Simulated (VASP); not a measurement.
All values below come from PBE GGA with D4 dispersion, VASP's PBE PAW potentials (set 64) (plane waves; VASP).

The input files of a VASP run:

### INCAR
```
SYSTEM = CuI
PREC = Accurate
ENCUT = 520
EDIFF = 1E-6
NELM = 100
ALGO = Normal
LREAL = .FALSE.
LASPH = .TRUE.
ISMEAR = 0
SIGMA = 0.05
GGA = PE
IVDW = 13
LMAXMIX = 4
LWAVE = .FALSE.
LCHARG = .FALSE.
IBRION = 2
ISIF = 3
NSW = 60
EDIFFG = -0.01
```

**KPOINTS**
```
Automatic mesh
0
Gamma
7 7 7
0 0 0
```

**POSCAR**
```
CuI
1
   -0.0000000000     2.9870307851     2.9870307851
    2.9870307851     0.0000000000     2.9870307851
    2.9870307851     2.9870307851    -0.0000000000
Cu I
1 1
Direct
  1.0000000000   1.0000000000   1.0000000000
  0.2500000000   0.2500000000   0.2500000000
```

POTCAR, in this order: Cu I (PBE.64 set). Program: vasp_std.

### Question
What will the output report for the number of irreducible k-points (NKPTS), largest plane-wave count, number of space-group operations, FFT grid (NGX, NGY, NGZ)?

### Answer

```json
{
  "number of irreducible k-points (NKPTS)": "20",
  "largest_plane_wave_count": "1459",
  "number_of_space_group_operations": "24",
  "FFT grid (NGX, NGY, NGZ)": "32 × 32 × 32"
}
```

The compound is CuI in the zinc blende structure. It was relaxed first. The start is the result of an earlier pass.
